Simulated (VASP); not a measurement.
Consider the following.

```
Mg2Sn
1.0
    0.00000     2.98765     2.98765
    2.98765     0.00000     2.98765
    2.98765     2.98765     0.00000
Mg Sn
2 1
Direct
  0.25000   0.25000   0.25000
  0.75000   0.75000   0.75000
  0.00000   0.00000   0.00000
```

Level of theory: LDA (Ceperley-Alder, Perdew-Zunger), VASP's LDA PAW potentials (set 64) (plane waves; VASP). Settings: 500 eV cut-off, 9×9×9 Γ-centred mesh, first-order Methfessel-Paxton smearing of 0.10 eV, potentials Mg Sn_d.

Unless said otherwise, spin-orbit coupling is left out, though it shifts the bands of the heavy elements here.

What does the run give for the energy per atom (σ→0), pressure, band gap (on the k-mesh) with the smallest direct gap where there is one?

```json
{
  "band gap (on the k-mesh)": "none (metal, semimetal or under 0.01 eV)",
  "energy per atom (σ→0)": "-2.501 eV/atom",
  "pressure": "29.97 GPa"
}
```

The absolute energy has meaning only against runs of the same code, potentials and settings.

The compound is Mg2Sn in the antifluorite structure. It was relaxed first under an external pressure of 30 GPa.
